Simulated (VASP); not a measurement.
Calculation: PBE GGA, VASP's PBE PAW potentials (set 64) (plane waves; VASP 6.6.1).

A VASP calculation is set up with these files.

### POSCAR
```
PtAl2
1.0
  0.0000000000   2.9713969636   2.9713969636
  2.9713969636   0.0000000000   2.9713969636
  2.9713969636   2.9713969636   0.0000000000
Al Pt
2 1
Cart
  1.4856984818   1.4856984818   1.4856984818
  4.4570954454   4.4570954454   4.4570954454
  0.0000000000   0.0000000000   0.0000000000
```

**INCAR**
```
SYSTEM = PtAl2
PREC = Accurate; ENCUT = 480; LREAL = .FALSE.
LASPH = .TRUE.
EDIFF = 1E-7; NELM = 100; ALGO = Normal
LMAXMIX = 6
ISMEAR = 1; SIGMA = 0.1
GGA = PE
ISIF = 2
LWAVE = .FALSE.; LCHARG = .FALSE.
```

KPOINTS:
```
Automatic
0
Gamma
 8 8 8
0 0 0
```

POTCAR, in this order: Al Pt (PBE.64 set). Program: vasp_std.

Output of the run:

### OSZICAR
```
       N       E                     dE             d eps       ncg     rms          rms(c)
DAV:   1     0.463807073675E+02    0.46381E+02   -0.65472E+03   712   0.106E+03
DAV:   2    -0.149480202665E+02   -0.61329E+02   -0.55684E+02   840   0.180E+02
DAV:   3    -0.167741305900E+02   -0.18261E+01   -0.17783E+01   876   0.298E+01
DAV:   4    -0.167941838234E+02   -0.20053E-01   -0.19975E-01   820   0.341E+00
DAV:   5    -0.167944641387E+02   -0.28032E-03   -0.28030E-03   868   0.458E-01    0.841E+00
DAV:   6    -0.163475344806E+02    0.44693E+00   -0.24973E+00   792   0.155E+01    0.220E+00
DAV:   7    -0.162675201666E+02    0.80014E-01   -0.21081E-01   772   0.466E+00    0.166E+00
DAV:   8    -0.162381515900E+02    0.29369E-01   -0.32328E-02   768   0.178E+00    0.254E-01
DAV:   9    -0.162381169613E+02    0.34629E-04   -0.21197E-03   840   0.453E-01    0.164E-01
DAV:  10    -0.162382749630E+02   -0.15800E-03   -0.35170E-04   756   0.158E-01    0.189E-02
DAV:  11    -0.162382718127E+02    0.31503E-05   -0.20908E-05   832   0.482E-02    0.862E-03
DAV:  12    -0.162382737920E+02   -0.19793E-05   -0.58105E-06   744   0.182E-02    0.224E-03
DAV:  13    -0.162382736959E+02    0.96112E-07   -0.58919E-07   880   0.782E-03
   1 F= -.16238274E+02 E0= -.16238450E+02  d E =0.529886E-03
```

OUTCAR:
```
------------------------ aborting loop because EDIFF is reached ----------------------------------------
  FORCE on cell =-STRESS in cart. coord.  units (eV):
  Direction    XX          YY          ZZ          XY          YZ          ZX
  --------------------------------------------------------------------------------------
  Total        0.0207460      0.0207460      0.0207460     -0.0000000      0.0000000     -0.0000000
  in kB        0.6334800      0.6334800      0.6334800     -0.0000000      0.0000000     -0.0000000
  external PRESSURE =       0.6334800 kB  Pullay stress =       0.0000000 kB
  volume of cell :       52.47
      direct lattice vectors                 reciprocal lattice vectors
     0.000000000  2.971396964  2.971396964    -0.168271021  0.168271021  0.168271021
     2.971396964  0.000000000  2.971396964     0.168271021 -0.168271021  0.168271021
     2.971396964  2.971396964  0.000000000     0.168271021  0.168271021 -0.168271021
 POSITION                                       TOTAL-FORCE (eV/Angst)
 -----------------------------------------------------------------------------------
      1.48570      1.48570      1.48570         0.000000      0.000000      0.000000
      4.45710      4.45710      4.45710        -0.000000     -0.000000     -0.000000
      0.00000      0.00000      0.00000        -0.000000     -0.000000     -0.000000
 -----------------------------------------------------------------------------------
    total drift:                                0.000000     -0.000000     -0.000000
  FREE ENERGIE OF THE ION-ELECTRON SYSTEM (eV)
  ---------------------------------------------------
  free  energy   TOTEN  =       -16.2382736959 eV

  energy  without entropy=      -16.2388035818  energy(sigma->0) =      -16.23845032
```
(Selected blocks of OUTCAR.)

**OUTCAR**
```
 val. band max:        7.5971125093   @ k =   0.3750   0.2500   0.0000

 cond. band min:       7.7001588383   @ k =  -0.3750   0.1250   0.0000


 Fermi energy:         7.6443997996

 k-point     1 :       0.0000    0.0000    0.0000
  band No.  band energies     occupation
      1      -2.4079      2.00000
      2       2.7418      2.00000
      3       2.7418      2.00000
      4       2.7418      2.00000
      5       4.0808      2.00000
      6       4.0808      2.00000
      7      10.5316      0.00000
      8      11.5148      0.00000
      9      11.5148      0.00000
     10      11.5148      0.00000
     11      13.0220      0.00000
     12      13.0220      0.00000

 k-point     2 :       0.1250    0.0000    0.0000
  band No.  band energies     occupation
      1      -2.1963      2.00000
      2       2.6151      2.00000
      3       2.8110      2.00000
      4       2.8110      2.00000
      5       4.0588      2.00000
      6       4.0588      2.00000
      7       9.3262     -0.00000
      8      10.8860      0.00000
      9      10.9461      0.00000
     10      10.9461      0.00000
     11      13.5762      0.00000
     12      13.5819      0.00000

 k-point     3 :       0.2500    0.0000    0.0000
  band No.  band energies     occupation
      1      -1.5863      2.00000
      2       2.3144      2.00000
      3       2.9565      2.00000
      4       2.9565      2.00000
      5       4.0632      2.00000
      6       4.0632      2.00000
      7       6.8306      2.00000
      8       9.9601      0.00000
      9       9.9601      0.00000
     10      11.3494      0.00000
     11      13.0535      0.00000
     12      13.1222      0.00000

 k-point     4 :       0.3750    0.0000    0.0000
  band No.  band energies     occupation
      1      -0.7001      2.00000
      2       1.9481      2.00000
      3       3.0455      2.00000
      4       3.0455      2.00000
      5       4.1923      2.00000
      6       4.1923      2.00000
...
```

Unless said otherwise, spin-orbit coupling is left out, though it shifts the bands of the heavy elements here.

The compound is PtAl2 in the fluorite structure. It was relaxed first.
